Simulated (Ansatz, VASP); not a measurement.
# Tl2Se in two plane-wave programs

Wanted: the spread between two codes on one cell, functional and k mesh. The cell is generated by rule, not measured, and may not be a known phase. The cell is taken from a series of runs on this material, whose earlier steps may have relaxed, scaled, displaced or heated it; both programs get it as it stands.

Main program and level: Ansatz 0.2.0; plane waves, with VASP 6.6.1 beside it; zone-centre phonons at PBE.

The structure was built from a prototype and need not be the compound's stable phase.

### Step 1. Starting point

The structure is cubic, space group Fm-3m (No. 225). Conventional cell: a = 7.574 Å, b = 7.574 Å, c = 7.574 Å, α = 90.00°, β = 90.00°, γ = 90.00°. Se has 8 Tl at 3.28 Å nearest. Nearest to Tl lie 4 Se at 3.28 Å. Farther neighbours and most contacts between anions are not listed.

### Step 2. Ansatz: zone-centre phonons, PBE

Ansatz runs on its default PAW (the set named soft_2) files.

Second derivatives magnify differences that forces hide, and they need a tight electronic threshold.

Input file input.yaml:

```yaml
crystal:
  lattice:
    - [0.0, 3.7870920244, 3.7870920244]
    - [3.7870920244, 0.0, 3.7870920244]
    - [3.7870920244, 3.7870920244, 0.0]
  atoms:
    - { symbol: Se, position: [0.0, 0.0, 0.0] }
    - { symbol: Tl, position: [0.25, 0.25, 0.25] }
    - { symbol: Tl, position: [0.75, 0.75, 0.75] }
kpoints:
  mp_grid: { grid: [8, 8, 8] }
hamiltonian:
  xc: pbe
scf:
  occupations: { method: gaussian, width: 0.02 }
output:
  eigenvalues: true
phonons:
  method: dfpt
  qmesh: [2, 2, 2]
  temperatures: { t_max: 1000, t_step: 50 }
  qpath:
    path:
      - [[0.0, 0.0, 0.0], [0.5, 0.0, 0.5], [0.625, 0.25, 0.625]]
      - [[0.375, 0.375, 0.75], [0.0, 0.0, 0.0], [0.5, 0.5, 0.5], [0.5, 0.25, 0.75], [0.5, 0.0, 0.5]]
    npoints: 10
```

Command:

```bash
$ ansatz run input.yaml --threads 4 --pin off --max-ram 7168MiB --backend cpu --events-out ev --progress --plain --runs-dir out
```

Numbers of over 12 decimals in the logs are rounded to 6 here.

The log of the run:

```text
Warning: phonons: the dynamical matrix that this run interpolates holds no multipole term above the dipole-dipole one, and a site of this crystal is no centre of inversion, so its interpolated transverse optical and acoustic branches and sound speeds can stay off near Gamma, and the density of states and the thermodynamics with them. What a run solves at a wave vector of phonons.qpoints, Gamma apart, where the deck admits one, is free of this, and under fd what a larger phonons.supercell samples
Engine: ansatz 0.2.0, aarch64-unknown-linux-gnu
Pseudopotentials: kind: paw
Pseudopotential: Se, paw, valence charge 16, recommended cutoff 420 eV (normal), Se.paw.azcp
Pseudopotential: Tl, paw, valence charge 13, recommended cutoff 420 eV (normal), Tl.paw.azcp
Functional definition: PBE
  parameter kappa = 0.804
  parameter beta = 0.066725
  exchange = pbe_x(kappa = kappa, mu = beta*pi^2/3)
  correlation = pbe_c(beta = beta)
Crystal: 3 atoms, lattice volume = 108.629 Å³
Basis set: ecut = 420 eV, 2109 PW (Γ), exchange–correlation on 72×72×72 points (8 copies of the dense FFT grid, shifted against one another)
Bands: 26, of which v1, the nominal top of the filled ones, is band 21 counted from 1 (20 counted from 0)
Symmetry: 48 space group operations
k-points: 29 of 512
Non-local potential: Se, projectors of the file, l = 0: 2, l = 1: 2, l = 2: 3, l = 3: 1
Non-local potential: Tl, projectors of the file, l = 0: 2, l = 1: 2, l = 2: 2, l = 3: 1
PAW form: soft (Blöchl's): semilocal exchange-correlation on the pseudo side does not see the compensation charge
PAW one-centre angular grid: Se, 590 points (default); XC on 64 Gauss nodes
PAW one-centre angular grid: Tl, 590 points (default); XC on 64 Gauss nodes
Initial density: superposition of atomic densities (neutral atoms: chi_scale 0, normalization atom), corrected by the library's trained network
Initial wavefunctions: pseudopotential atomic-orbital guess
Functional: x = pbe(κ = 0.804, μ = 0.219515), c = pbe(β = 0.066725)
SCF iter   1: F=—  HF=-28358.309040 eV  |F-HF|=—  |Δ(HF+E_count)|=         —  Δρ=5.53e-4  dr2=5.24e-4  ethr=1.77e-3  ⟨swp⟩=6.2  Hψ=3062  notcnv=0
preconditioner: auto → none  [insulator: Δε(μ)=0.135 eV  Ē_g=11.887 eV  σ=0.020 eV  W_gap=1.00  n_scr=14 (ndim 8)  ℏωp=20.2 eV  f_vac=0.119  D(μ)=0.00/eV (n_scr^D=0)  ε∞_Penn≈3.9]
SCF iter   2: F=—  HF=-28358.308111 eV  |F-HF|=—  |Δ(HF+E_count)|=   9.29e-4  Δρ=3.22e-4  dr2=1.94e-4  ethr=1.25e-6  ⟨swp⟩=2.9  Hψ=1611  notcnv=0  defer=18
SCF iter   3: F=—  HF=-28358.308355 eV  |F-HF|=—  |Δ(HF+E_count)|=   2.44e-4  Δρ=1.91e-4  dr2=7.72e-5  ethr=4.61e-7  ⟨swp⟩=2.0  Hψ=1249  notcnv=0  defer=18
SCF iter   4: F=—  HF=-28358.308444 eV  |F-HF|=—  |Δ(HF+E_count)|=   8.93e-5  Δρ=3.35e-5  dr2=2.89e-6  ethr=1.84e-7  ⟨swp⟩=2.0  Hψ=1250  notcnv=0  defer=18
SCF iter   5: F=—  HF=-28358.308447 eV  |F-HF|=—  |Δ(HF+E_count)|=   3.09e-6  Δρ=1.07e-5  dr2=8.10e-8  ethr=6.87e-9  ⟨swp⟩=2.0  Hψ=1214  notcnv=0  defer=18
SCF iter   6: F=—  HF=-28358.308447 eV  |F-HF|=—  |Δ(HF+E_count)|=   4.89e-7  Δρ=3.56e-6  dr2=6.94e-9  ethr=1.93e-10  ⟨swp⟩=2.1  Hψ=1191  notcnv=0  defer=18
SCF iter   7: F=—  HF=-28358.308447 eV  |F-HF|=—  |Δ(HF+E_count)|=   4.28e-8  Δρ=4.61e-7  dr2=2.09e-10  ethr=1.65e-11  ⟨swp⟩=2.2  Hψ=1135  notcnv=0  defer=18
SCF iter   8: F=—  HF=-28358.308447 eV  |F-HF|=—  |Δ(HF+E_count)|=  3.93e-10  Δρ=1.72e-7  dr2=2.79e-11  ethr=1.00e-12  ⟨swp⟩=2.1  Hψ=883  notcnv=0  defer=18
SCF iter   9: F=-28358.308447 eV  HF=-28358.308447 eV  |F-HF|=3.64e-12  |Δ(HF+E_count)|=  5.46e-11  Δρ=3.31e-8  dr2=7.38e-13  ethr=1.00e-12  ⟨swp⟩=9.1  Hψ=3630  notcnv=0
SCF 1 converged in 9 iterations: F = -28358.308447 eV  dr2 = 7.38e-13
  greatest PAW one-centre occupation: 1.000 electrons in one spin orbital (limit 2), on the Se atom at site 0 (counted from 0), in its partial waves of l = 2
Initial density: read from a saved state, or passed on in memory by an earlier SCF of this step, an earlier step, the calling program or the single point that the run made first
iter 1 solved again at ethr=1.50e-8 eV; its pass at ethr=3.10e-3 eV (dr2=6.31e-6 eV) is discarded
[...]
eigensolver tolerance schedule: the retry pair's looser diagonalisation over-reported the residual by 121243.94 of it (diagonalisation noise at 1.42 of the residual, at the tolerance the schedule requests for it); recorded, not acted on — ethr = c·dr2/N_el stays at c = 1.0e-1
preconditioner: auto → none  [insulator: Δε(μ)=0.149 eV  Ē_g=11.885 eV  σ=0.020 eV  W_gap=1.00  n_scr=14 (ndim 8)  ℏωp=20.2 eV  f_vac=0.120  D(μ)=0.00/eV (n_scr^D=0)  ε∞_Penn≈3.9]
[...]
SCF 2 converged in 3 iterations: F = -28358.308447 eV  dr2 = 9.60e-12
k-points: 59 of 512 (irreducible under 8 space group operations, time reversal used)
[...]
eigensolver tolerance schedule: the retry pair's looser diagonalisation over-reported the residual by 873975.39 of it (diagonalisation noise at an unbounded share of the residual, at the tolerance the schedule requests for it); recorded, not acted on — ethr = c·dr2/N_el stays at c = 1.0e-1
preconditioner: auto → none  [insulator: Δε(μ)=0.149 eV  Ē_g=11.886 eV  n_scr=14 (ndim 8)  ℏωp=20.2 eV  f_vac=0.120  ε∞_Penn≈3.9]
SCF iter   2: F=—  HF=-28358.308447 eV  |F-HF|=—  |Δ(HF+E_count)|=   1.46e-6  Δρ=1.00e-7  dr2=7.33e-12  ethr=1.00e-12  ⟨swp⟩=8.9  Hψ=7029  notcnv=0
SCF iter   3: F=-28358.308447 eV  HF=-28358.308447 eV  |F-HF|=0.00e0  |Δ(HF+E_count)|=  7.28e-12  Δρ=6.73e-8  dr2=2.88e-12  ethr=1.00e-12  ⟨swp⟩=1.0  Hψ=3245  notcnv=0
SCF 3 converged in 3 iterations: F = -28358.308447 eV  dr2 = 2.88e-12
NSCF: frozen V_eff on 59 k-points
NSCF: frozen V_eff on 59 k-points
[...]
DFPT response loops at Γ: preconditioner auto → Resta (q_TF=auto, 2.329 Å⁻¹)  ε∞=20.1 (no band partly filled); β = 1.00, the filter's whole step (`scf.mixing.beta` (0.50) is not read by the response loops at its default; to damp them type it under 1.00, their step now; it binds the ground state too); Broyden in place of MSR1
k-points: 163 of 1728 (irreducible under 8 space group operations, time reversal used)
iter 1 solved again at ethr=3.93e-7 eV; its pass at ethr=3.10e-3 eV (dr2=1.65e-4 eV) is discarded
SCF iter   1: F=—  HF=-28358.310000 eV  |F-HF|=—  |Δ(HF+E_count)|=         —  Δρ=2.27e-4  dr2=1.58e-4  ethr=3.93e-7  ⟨swp⟩=2.7  Hψ=23353  notcnv=0  defer=480
preconditioner: auto → none  [insulator: Δε(μ)=0.087 eV  Ē_g=11.883 eV  n_scr=14 (ndim 8)  ℏωp=20.2 eV  f_vac=0.120  ε∞_Penn≈3.9]
SCF iter   2: F=—  HF=-28358.309985 eV  |F-HF|=—  |Δ(HF+E_count)|=   1.50e-5  Δρ=1.69e-4  dr2=6.64e-5  ethr=3.77e-7  ⟨swp⟩=2.0  Hψ=6683  notcnv=0  defer=316
SCF iter   3: F=—  HF=-28358.309967 eV  |F-HF|=—  |Δ(HF+E_count)|=   1.74e-5  Δρ=3.77e-5  dr2=2.12e-6  ethr=1.58e-7  ⟨swp⟩=2.0  Hψ=6657  notcnv=0  defer=216
SCF iter   4: F=—  HF=-28358.309968 eV  |F-HF|=—  |Δ(HF+E_count)|=   4.17e-7  Δρ=7.64e-6  dr2=8.92e-8  ethr=5.05e-9  ⟨swp⟩=2.0  Hψ=4912  notcnv=0  defer=163
SCF iter   5: F=—  HF=-28358.309968 eV  |F-HF|=—  |Δ(HF+E_count)|=   6.68e-8  Δρ=1.21e-6  dr2=1.29e-9  ethr=2.12e-10  ⟨swp⟩=2.0  Hψ=7498  notcnv=0  defer=163
SCF iter   6: F=—  HF=-28358.309968 eV  |F-HF|=—  |Δ(HF+E_count)|=   4.02e-9  Δρ=3.77e-7  dr2=1.49e-10  ethr=1.00e-12  ⟨swp⟩=8.2  Hψ=16749  notcnv=0
SCF iter   7: F=-28358.309968 eV  HF=-28358.309968 eV  |F-HF|=1.46e-11  |Δ(HF+E_count)|=  5.31e-10  Δρ=4.19e-8  dr2=1.43e-12  ethr=1.00e-12  ⟨swp⟩=3.0  Hψ=8803  notcnv=0
SCF 4 converged in 7 iterations: F = -28358.309968 eV  dr2 = 1.43e-12
NSCF: frozen V_eff on 163 k-points
NSCF: frozen V_eff on 106 k-points
[...]
DFPT response loops at q = (0, 0, 0) (fractional): mixed as the last ones told, above
NSCF: frozen V_eff on 300 k-points
DFPT response loops at q = (0, 0, -0.5) (fractional): mixed as the last ones told, above
NSCF: frozen V_eff on 190 k-points
DFPT response loops at q = (0, -0.5, -0.5) (fractional): mixed as the last ones told, above
SCF converged after 9 iterations
Free energy (F): -28358.308447 eV
Harris-Foulkes:  -28358.308447 eV  (|F-HF|=3.64e-12)
Internal energy: -28358.308447 eV  (E = F + TS)
E sigma→0 (E₀):  -28358.308447 eV
Fermi energy:    6.445448 eV
--- Per-component energies (eV) ---
  E_band       = -484.036384
  E_kinetic    = 781.295853
  E_local      = -5006.248901  (includes V_loc(G=0)·N_el)
  E_nonlocal   = 39.471503
  E_hartree    = 2202.325182
  E_xc         = -565.772937
  E_vxc        = -381.872423  (∫ρ·V_xc dr)
  E_paw        = -22236.219731  (= ΣΔE_a)
  E_vpaw       = -321.332253  (= ΣTr[D̂ρ^β])
  E_aug_tail   = -0.000536  (compensation charges beyond the density's cutoff)
  E_ewald      = -3573.158879
  E_smearing   = -0.000000  (= −TS)
  E_closure    = -0.000000  (closes the sum)
  Σ components = -28358.308447   (vs F -28358.308447, Δ=0.00e0)
--- Band table (eV; the first three rows and the last of 29) ---
  k-point 0: bands = [... 17 lower, 2.8839, 4.6619, 4.6619, 4.6619, 7.4671, 7.4671, 7.4671, 11.4070, ... 1 higher]
  k-point 1: bands = [... 17 lower, 2.6193, 4.5818, 4.5818, 4.6930, 7.6371, 7.6371, 8.0334, 10.9439, ... 1 higher]
  k-point 2: bands = [... 17 lower, 1.9560, 4.4177, 4.4177, 5.1138, 7.9864, 7.9864, 8.9116, 10.5966, ... 1 higher]
  k-point 28: bands = [... 17 lower, 0.4164, 3.3340, 5.4285, 5.4285, 7.1916, 8.1587, 10.4081, 10.4081, ... 1 higher]
--- Phonons (Γ-DFPT): 2 representative perturbations + reference (Σ response iterations 6) ---
  ASR residual: 6.283e-5 → 0.000e0 eV/Å²; symmetrization residual: 1.861e-5 eV/Å²
  ASR residual per site (eV/Å²): 6.28e-5 4.85e-6 4.85e-6
  Γ frequencies (cm⁻¹): 0.00 0.00 0.00 52.80 52.80 52.80 76.01 76.01 76.01
--- Phonons (arbitrary-q DFPT): 3 irreducible q on the 2×2×2 mesh ---
  q = [0.0000, 0.0000, 0.0000] (star 1, of the zone-centre solve; hermiticity 2.65e-5, symmetrization 2.02e-11): -0.00 -0.00 -0.00 52.80 52.80 52.80 76.01 76.01 76.01
  q = [0.0000, 0.0000, -0.5000] (star 4, 2 solved perturbations on 150 of 512 k-point pairs; hermiticity 2.95e-5, symmetrization 1.05e-5): 21.04 21.04 45.53 45.53 46.70 58.17 73.30 74.97 74.97
  q = [0.0000, -0.5000, -0.5000] (star 3, 4 solved perturbations in 308 linear systems a pass and spin channel, the states on 95 of 512 k-point pairs; hermiticity 9.23e-6, symmetrization 3.25e-8): -36.28 -36.28 30.01 32.62 32.62 64.16 64.33 64.33 103.12
  sum rule: each row above includes the acoustic sum rule's correction from the zone centre's row sums; it moved no ω² by more than (0.47 cm⁻¹)²
  mesh force constants: q→R imaginary residual 3.90e-17; ASR residual 6.283e-5 → 0.000e0 eV/Å²; symmetrization residual 6.661e-16 eV/Å²
  interpolated dispersion: 62 rows × 9 modes
  density of states and harmonic sums: on the 14×14×14 q-mesh, interpolated from the force constants of a 2×2×2 supercell (no non-analytic term)
  largest difference from the sums on the solved wave vectors: F 1.57e-1 eV, S 1.96e-4 and C_V 4.02e-5 eV/K
  zero-point energy: 0.026611 eV/cell   skipped modes (ω ≤ 0): 79, of them read as no rigid motion or as one in doubt: 76 (6.757e-1 modes/cell left out, lowest -36.28 cm⁻¹)   left out of the sums: 7.52e-2 of the cell's modes: C_V's classical limit lies that fraction below 3 k_B per atom; for a crystal, a wire or a layer, F and S can be off by more, and a phonons.interpolated_qmesh denser along its periods is the remedy for the sampling
```

The column dr2 measures how far the density is from self-consistency, as an energy; F and HF (Harris–Foulkes) agree once it is small.

[end of part 1 of 2]

[Lines on the potential files, build, host, timing and source positions are cut from VASP's logs without a mark.]

[Logs are printed without paths, hosts, clocks, repeated set-up lines and the standing remarks that a program may print on its own settings, such as how far it seeks lower states.]

[Hosts, paths, dates, database ids (printed as entryN), source tags and the programs' standing remarks are cut or masked in the printed files.]
